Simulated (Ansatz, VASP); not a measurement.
**Cross-check of Cs8K6Na18Cl9F23 between VASP and Ansatz**

One calculation is typed for both programs; each brings its own data sets. How far apart do they land? The structure shown is the start of the Ansatz relaxation below; VASP solves that cell, so the two are compared at the walk's first step.

Program: Ansatz 0.2.0. Level of theory: plane waves, with VASP 6.6.1 beside it; single point at RPBE. Results are calculated unless marked as measured.

### 1. The structure

The cell holds 64 atoms: 8 Cs, 18 Na, 6 K, 9 Cl and 23 F. Its edges and angles: a = 12.302 Å, b = 12.302 Å, c = 12.302 Å, α = 90.0°, β = 90.0°, γ = 90.0°.

### 2. Ansatz: relaxation, RPBE

Ansatz runs on its default PAW (the set named soft_2) files.

The two programs are compared at the cell with which this relaxation starts, whose forces are those of its first step.

input.yaml

```yaml
crystal:
  lattice:
    - [12.3019, 0.0, 0.0]
    - [0.0, 12.3019, 0.0]
    - [0.0, 0.0, 12.3019]
  atoms:
    - { symbol: Cs, position: [0.71888, 0.55053, 0.80236] }
    - { symbol: Cs, position: [0.0747, 0.62813, 0.64783] }
    - { symbol: Cs, position: [0.97987, 0.23642, 0.64854] }
    - { symbol: Cs, position: [0.47554, 0.80898, 0.92818] }
    - { symbol: Cs, position: [0.17994, 0.10567, 0.00898] }
    - { symbol: Cs, position: [0.81964, 0.80794, 0.04152] }
    - { symbol: Cs, position: [0.56404, 0.23261, 0.17954] }
    - { symbol: Cs, position: [0.97279, 0.86051, 0.36759] }
    - { symbol: Na, position: [0.95712, 0.40115, 0.95522] }
    - { symbol: Na, position: [0.78616, 0.46019, 0.26104] }
    - { symbol: Na, position: [0.16292, 0.00779, 0.62565] }
    - { symbol: Na, position: [0.40024, 0.18492, 0.41968] }
    - { symbol: Na, position: [0.15648, 0.83281, 0.09748] }
    - { symbol: Na, position: [0.36461, 0.81899, 0.21962] }
    - { symbol: Na, position: [0.33763, 0.17834, 0.64815] }
    - { symbol: Na, position: [0.74993, 0.58904, 0.47388] }
    - { symbol: Na, position: [0.55658, 0.97192, 0.21679] }
    - { symbol: Na, position: [0.11032, 0.63126, 0.91302] }
    - { symbol: Na, position: [0.61156, 0.65235, 0.27476] }
    - { symbol: Na, position: [0.79226, 0.21566, 0.39454] }
    - { symbol: Na, position: [0.23563, 0.58725, 0.22229] }
    - { symbol: Na, position: [0.46913, 0.50777, 0.48396] }
    - { symbol: Na, position: [0.58224, 0.77534, 0.6568] }
    - { symbol: Na, position: [0.62952, 0.9368, 0.44062] }
    - { symbol: Na, position: [0.88285, 0.11303, 0.13344] }
    - { symbol: Na, position: [0.69952, 0.07757, 0.91007] }
    - { symbol: K, position: [0.46644, 0.53441, 0.06316] }
    - { symbol: K, position: [0.87648, 0.8726, 0.68547] }
    - { symbol: K, position: [0.30533, 0.73887, 0.46975] }
    - { symbol: K, position: [0.30171, 0.3518, 0.94959] }
    - { symbol: K, position: [0.06856, 0.33601, 0.2979] }
    - { symbol: K, position: [0.24389, 0.37824, 0.6216] }
    - { symbol: Cl, position: [0.14296, 0.85417, 0.84691] }
    - { symbol: Cl, position: [0.20227, 0.51711, 0.4486] }
    - { symbol: Cl, position: [0.84217, 0.04798, 0.53054] }
    - { symbol: Cl, position: [0.93737, 0.58938, 0.15652] }
    - { symbol: Cl, position: [0.61014, 0.38248, 0.95551] }
    - { symbol: Cl, position: [0.92165, 0.16483, 0.91041] }
    - { symbol: Cl, position: [0.44427, 0.97743, 0.64828] }
    - { symbol: Cl, position: [0.88713, 0.39748, 0.48703] }
    - { symbol: Cl, position: [0.40252, 0.6265, 0.66601] }
    - { symbol: F, position: [0.60943, 0.70268, 0.08391] }
    - { symbol: F, position: [0.63719, 0.48986, 0.36655] }
    - { symbol: F, position: [0.54286, 0.10858, 0.34532] }
    - { symbol: F, position: [0.81697, 0.66406, 0.62955] }
    - { symbol: F, position: [0.66103, 0.89383, 0.83629] }
    - { symbol: F, position: [0.26373, 0.68324, 0.05221] }
    - { symbol: F, position: [0.00363, 0.95366, 0.11165] }
    - { symbol: F, position: [0.41718, 0.3143, 0.54461] }
    - { symbol: F, position: [0.13787, 0.47798, 0.78531] }
    - { symbol: F, position: [0.05005, 0.8544, 0.57192] }
    - { symbol: F, position: [0.62171, 0.71765, 0.47153] }
    - { symbol: F, position: [0.41804, 0.5803, 0.26999] }
    - { symbol: F, position: [0.46384, 0.88975, 0.3639] }
    - { symbol: F, position: [0.73812, 0.88586, 0.29292] }
    - { symbol: F, position: [0.67493, 0.06979, 0.09633] }
    - { symbol: F, position: [0.85152, 0.29445, 0.23314] }
    - { symbol: F, position: [0.23398, 0.2132, 0.7938] }
    - { symbol: F, position: [0.9263, 0.65566, 0.89264] }
    - { symbol: F, position: [0.37636, 0.96451, 0.09736] }
    - { symbol: F, position: [0.18096, 0.76479, 0.27746] }
    - { symbol: F, position: [0.11655, 0.32323, 0.06734] }
    - { symbol: F, position: [0.19456, 0.15748, 0.49422] }
    - { symbol: F, position: [0.39403, 0.35751, 0.11542] }
kpoints:
  mp_grid: { grid: [1, 1, 1] }
hamiltonian:
  xc: rpbe
scf:
  occupations: { method: fixed }
output:
  forces: true
relax:
  f_tol: 0.05
  max_steps: 200
  cell: {}
```

Launch:

```console
$ ansatz run input.yaml --threads 4 --pin off --max-ram 8192MiB --backend cpu --events-out ev --progress --plain --runs-dir out
```

Numbers of over 12 decimals in the logs are rounded to 6 here.

The log of the run:

```text
Engine: ansatz 0.2.0, aarch64-unknown-linux-gnu
Pseudopotentials: kind: paw
Pseudopotential: Cs, paw, valence charge 9, recommended cutoff 420 eV (normal), Cs.paw.azcp
Pseudopotential: Na, paw, valence charge 9, recommended cutoff 420 eV (normal), Na.paw.azcp
Pseudopotential: K, paw, valence charge 9, recommended cutoff 420 eV (normal), K.paw.azcp
Pseudopotential: Cl, paw, valence charge 7, recommended cutoff 420 eV (normal), Cl.paw.azcp
Pseudopotential: F, paw, valence charge 7, recommended cutoff 420 eV (normal), F.paw.azcp
Functional definition: RPBE
  parameter kappa = 0.804
  parameter beta = 0.066725
  exchange = rpbe_x(kappa = kappa, mu = beta*pi^2/3)
  correlation = pbe_c(beta = beta)
Crystal: 64 atoms, lattice volume = 1861.729 Å³
Basis set: ecut = 420 eV, 36377 PW (Γ), exchange–correlation on 180×180×180 points (8 copies of the dense FFT grid, shifted against one another)
Bands: 320, of which v1, the nominal top of the filled ones, is band 256 counted from 1 (255 counted from 0)
Symmetry: 1 space group operations
Space group: P1 (ITA 1), of the structure as read, at distance tolerance 1.2e-4 Å
k-points: 1
Non-local potential: Cs, projectors of the file, l = 0: 3, l = 1: 2, l = 2: 2, l = 3: 2
Non-local potential: Na, projectors of the file, l = 0: 3, l = 1: 2, l = 2: 1
Non-local potential: K, projectors of the file, l = 0: 3, l = 1: 2, l = 2: 2
Non-local potential: Cl, projectors of the file, l = 0: 2, l = 1: 2, l = 2: 2
Non-local potential: F, projectors of the file, l = 0: 2, l = 1: 2, l = 2: 1
PAW form: soft (Blöchl's): semilocal exchange-correlation on the pseudo side does not see the compensation charge
PAW frozen core: Cs, regenerated for the run's functional, and the local potential with it (the file was generated under x = pbe(κ = 0.804, μ = 0.219515), c = pbe(β = 0.066725))
PAW frozen core: Na, regenerated for the run's functional, and the local potential with it (the file was generated under x = pbe(κ = 0.804, μ = 0.219515), c = pbe(β = 0.066725))
PAW frozen core: K, regenerated for the run's functional, and the local potential with it (the file was generated under x = pbe(κ = 0.804, μ = 0.219515), c = pbe(β = 0.066725))
PAW frozen core: Cl, regenerated for the run's functional, and the local potential with it (the file was generated under x = pbe(κ = 0.804, μ = 0.219515), c = pbe(β = 0.066725))
PAW frozen core: F, regenerated for the run's functional, and the local potential with it (the file was generated under x = pbe(κ = 0.804, μ = 0.219515), c = pbe(β = 0.066725))
PAW one-centre angular grid: Cs, 194 points (default); XC on 64 Gauss nodes
PAW one-centre angular grid: Na, 110 points (default); XC on 64 Gauss nodes
PAW one-centre angular grid: K, 110 points (default); XC on 64 Gauss nodes
PAW one-centre angular grid: Cl, 110 points (default); XC on 64 Gauss nodes
PAW one-centre angular grid: F, 110 points (default); XC on 64 Gauss nodes
Initial density: superposition of atomic densities (neutral atoms: chi_scale 0, normalization atom), corrected by the library's trained network
Initial wavefunctions: pseudopotential atomic-orbital guess
Functional: x = rpbe, c = pbe(β = 0.066725)
SCF iter   1: F=—  HF=-109967.955524 eV  |F-HF|=—  |Δ(HF+E_count)|=         —  Δρ=3.52e-3  dr2=2.77e-1  ethr=1.77e-3  ⟨swp⟩=6.0  Hψ=1069  notcnv=0  defer=61
preconditioner: auto → Resta (q_TF=auto, 2.200 Å⁻¹)  ε∞=2.8  [insulator: Δε(μ)=3.439 eV  Ē_g=10.940 eV  n_scr=340 (ndim 8)  ℏωp=14.8 eV  f_vac=0.284  ε∞_Penn≈2.8]
SCF iter   2: F=—  HF=-109967.896838 eV  |F-HF|=—  |Δ(HF+E_count)|=   5.87e-2  Δρ=1.86e-3  dr2=4.53e-2  ethr=5.41e-5  ⟨swp⟩=2.0  Hψ=522  notcnv=0  defer=62
SCF iter   3: F=—  HF=-109967.890194 eV  |F-HF|=—  |Δ(HF+E_count)|=   6.64e-3  Δρ=7.16e-4  dr2=1.57e-2  ethr=8.85e-6  ⟨swp⟩=3.0  Hψ=445  notcnv=0  defer=62
SCF iter   4: F=—  HF=-109967.887178 eV  |F-HF|=—  |Δ(HF+E_count)|=   3.02e-3  Δρ=1.97e-4  dr2=1.22e-3  ethr=3.07e-6  ⟨swp⟩=3.0  Hψ=388  notcnv=0  defer=62
SCF iter   5: F=—  HF=-109967.886997 eV  |F-HF|=—  |Δ(HF+E_count)|=   1.81e-4  Δρ=1.23e-4  dr2=2.39e-4  ethr=2.39e-7  ⟨swp⟩=2.0  Hψ=443  notcnv=0  defer=62
SCF iter   6: F=—  HF=-109967.886910 eV  |F-HF|=—  |Δ(HF+E_count)|=   8.66e-5  Δρ=7.25e-5  dr2=7.40e-5  ethr=4.66e-8  ⟨swp⟩=2.0  Hψ=444  notcnv=0  defer=62
SCF iter   7: F=—  HF=-109967.889939 eV  |F-HF|=—  |Δ(HF+E_count)|=   3.03e-3  Δρ=1.13e-5  dr2=3.13e-6  ethr=1.45e-8  ⟨swp⟩=2.0  Hψ=573  notcnv=0  defer=62
SCF iter   8: F=—  HF=-109967.889940 eV  |F-HF|=—  |Δ(HF+E_count)|=   1.26e-6  Δρ=6.61e-6  dr2=6.03e-7  ethr=6.11e-10  ⟨swp⟩=2.0  Hψ=446  notcnv=0  defer=62
SCF iter   9: F=—  HF=-109967.889940 eV  |F-HF|=—  |Δ(HF+E_count)|=   1.98e-8  Δρ=3.45e-6  dr2=1.50e-7  ethr=1.18e-10  ⟨swp⟩=2.0  Hψ=440  notcnv=0  defer=62
[...]
atom  11  Na     0.00498782    -0.00897423    -0.01100027
  atom  12  Na     0.00025364     0.00839477    -0.00381580
  atom  13  Na     0.01179827    -0.00717071    -0.00941361
  atom  14  Na    -0.02247288     0.00248334    -0.00858521
  atom  15  Na    -0.00922540     0.00770015    -0.00207910
  atom  16  Na     0.00016101    -0.01158928     0.01494557
  atom  17  Na     0.01589376    -0.00524224    -0.00376281
  atom  18  Na    -0.00178906     0.00008258     0.00096379
  atom  19  Na    -0.00065785    -0.00732676    -0.00139575
  atom  20  Na     0.00515234     0.00871352     0.00021563
  atom  21  Na    -0.00313208    -0.00046055    -0.00593090
  atom  22  Na    -0.00203819    -0.02013811    -0.00189832
  atom  23  Na    -0.01338794    -0.00867435     0.00484331
  atom  24  Na     0.00052454     0.00068925     0.00558102
  atom  25  Na    -0.00910219     0.01541611    -0.01398093
  atom  26  Na     0.00227522     0.00581876     0.01052808
  atom  27  K     -0.01152578    -0.02266177     0.00348924
  atom  28  K      0.00515607    -0.00275677     0.02017065
  atom  29  K     -0.00114407    -0.00433036    -0.00093987
  atom  30  K     -0.02345274     0.00613811    -0.00395696
  atom  31  K      0.00916499     0.00899315     0.00180093
  atom  32  K     -0.01932479    -0.00705204    -0.00550409
  atom  33  Cl    -0.00814808     0.01062937    -0.00214010
  atom  34  Cl     0.00166353     0.00338183    -0.00038452
[...]
atom  57  F      0.00006093    -0.01320811    -0.00739795
  atom  58  F      0.02215548    -0.00393499     0.00333321
  atom  59  F      0.00694788     0.00963182     0.01086127
  atom  60  F      0.00686222    -0.00037528    -0.00382150
  atom  61  F      0.00946109     0.00199128    -0.00022295
  atom  62  F     -0.00216014    -0.00978759    -0.00431363
  atom  63  F      0.00403626    -0.01441707     0.00472739
  atom  64  F      0.01080916    -0.01207003    -0.00238557
  max |Σ_I F_I| component: 4.86e-5 eV/Å
--- Stress (GPa, compression-positive) ---
        0.027975       0.005757      -0.013817
        0.005757      -0.007043      -0.005031
       -0.013817      -0.005031       0.034545
  P = ⅓ Tr σ = 0.0185 GPa (0.185 kbar)
--- Relaxed structure (39 steps of the walk, 39 accepted, 2 SCFs on fresh bases) ---
  F+E_penalty+E_count = -109977.56303059 eV   max|allowed force component| = 3.359e-2 eV/Å   (the final SCF, on the basis selected at the relaxed cell)
  cell:  # Å, volume = 1840.1149 Å³
    - [11.740704, 0.011832, -0.482472]
    - [0.011832, 12.531112, -0.502880]
    - [-0.482472, -0.502880, 12.547212]
  atoms:
    - { symbol: Cs, position: [0.715588, 0.383304, 0.767351] }
    - { symbol: Cs, position: [0.049496, 0.655014, 0.590324] }
    - { symbol: Cs, position: [1.096529, 0.308627, 0.613063] }
    - { symbol: Cs, position: [0.375966, 0.821957, 0.868256] }
    - { symbol: Cs, position: [0.115471, 0.091141, -0.048184] }
    - { symbol: Cs, position: [0.783826, 0.723101, -0.044662] }
    - { symbol: Cs, position: [0.517851, 0.186962, 0.188274] }
    - { symbol: Cs, position: [0.964694, 0.877882, 0.342711] }
    - { symbol: Na, position: [0.951349, 0.388648, 1.048484] }
    - { symbol: Na, position: [0.784198, 0.434868, 0.302047] }
    - { symbol: Na, position: [0.202512, 0.040918, 0.585056] }
    - { symbol: Na, position: [0.447746, 0.171881, 0.512515] }
    - { symbol: Na, position: [0.108934, 0.875359, 0.093437] }
    - { symbol: Na, position: [0.352610, 0.810697, 0.166084] }
    - { symbol: Na, position: [0.403514, 0.188737, 0.760191] }
    - { symbol: Na, position: [0.705065, 0.633440, 0.495609] }
    - { symbol: Na, position: [0.601793, 0.901633, 0.155308] }
    - { symbol: Na, position: [0.091112, 0.580318, 0.904958] }
    - { symbol: Na, position: [0.576499, 0.728681, 0.297113] }
    - { symbol: Na, position: [0.762932, 0.211738, 0.427166] }
    - { symbol: Na, position: [0.195923, 0.610791, 0.213324] }
    - { symbol: Na, position: [0.447918, 0.507353, 0.346558] }
    - { symbol: Na, position: [0.645724, 0.817489, 0.655933] }
    - { symbol: Na, position: [0.612259, 0.945038, 0.414158] }
    - { symbol: Na, position: [0.831416, 0.113894, 0.132971] }
    - { symbol: Na, position: [0.686283, 0.044743, 0.892487] }
    - { symbol: K, position: [0.460778, 0.545494, 0.089064] }
    - { symbol: K, position: [0.917406, 0.919600, 0.695530] }
    - { symbol: K, position: [0.335898, 0.804168, 0.433622] }
    - { symbol: K, position: [0.242279, 0.376110, 0.966864] }
    - { symbol: K, position: [0.191692, 0.307825, 0.289052] }
    - { symbol: K, position: [0.381177, 0.472886, 0.695134] }
    - { symbol: Cl, position: [0.063512, 0.792252, 0.869826] }
    - { symbol: Cl, position: [0.266110, 0.515541, 0.469445] }
    - { symbol: Cl, position: [0.919535, 0.092563, 0.535775] }
    - { symbol: Cl, position: [0.977931, 0.521515, 0.238743] }
    - { symbol: Cl, position: [0.489173, 0.319651, 0.935164] }
    - { symbol: Cl, position: [0.843697, 0.203765, 0.930627] }
    - { symbol: Cl, position: [0.470878, 0.995146, 0.665251] }
    - { symbol: Cl, position: [0.821601, 0.427296, 0.522486] }
    - { symbol: Cl, position: [0.573670, 0.635614, 0.747999] }
    - { symbol: F, position: [0.524938, 0.747641, 0.075721] }
    - { symbol: F, position: [0.635132, 0.552021, 0.328808] }
    - { symbol: F, position: [0.595496, 0.127680, 0.416534] }
    - { symbol: F, position: [0.824391, 0.754234, 0.585631] }
    - { symbol: F, position: [0.740004, 0.900799, 0.803135] }
    - { symbol: F, position: [0.234463, 0.574588, 0.039010] }
    - { symbol: F, position: [-0.027667, 0.991505, 0.131332] }
    - { symbol: F, position: [0.479069, 0.294696, 0.649803] }
    - { symbol: F, position: [0.183830, 0.476380, 0.783125] }
    - { symbol: F, position: [0.154934, 0.866121, 0.547633] }
    - { symbol: F, position: [0.572923, 0.774131, 0.482147] }
    - { symbol: F, position: [0.391441, 0.654312, 0.263786] }
    - { symbol: F, position: [0.470815, 0.902780, 0.285862] }
    - { symbol: F, position: [0.721104, 0.852542, 0.289228] }
    - { symbol: F, position: [0.659834, 0.030258, 0.063113] }
    - { symbol: F, position: [0.774409, 0.253823, 0.255112] }
    - { symbol: F, position: [0.216038, 0.149251, 0.748103] }
    - { symbol: F, position: [0.918165, 0.510977, 0.927393] }
    - { symbol: F, position: [0.280736, 0.930454, 0.048833] }
    - { symbol: F, position: [0.173149, 0.789326, 0.233830] }
    - { symbol: F, position: [0.109691, 0.290489, 0.085638] }
    - { symbol: F, position: [0.255797, 0.167913, 0.472845] }
    - { symbol: F, position: [0.382592, 0.383469, 0.220464] }
```

[end of part 1 of 2]

[Lines on the potential files, build, host, timing and source positions are cut from VASP's logs without a mark.]

[Logs are printed without paths, hosts, clocks, repeated set-up lines and the standing remarks that a program may print on its own settings, such as how far it seeks lower states.]

[Hosts, paths, dates, database ids (printed as entryN), source tags and the programs' standing remarks are cut or masked in the printed files.]
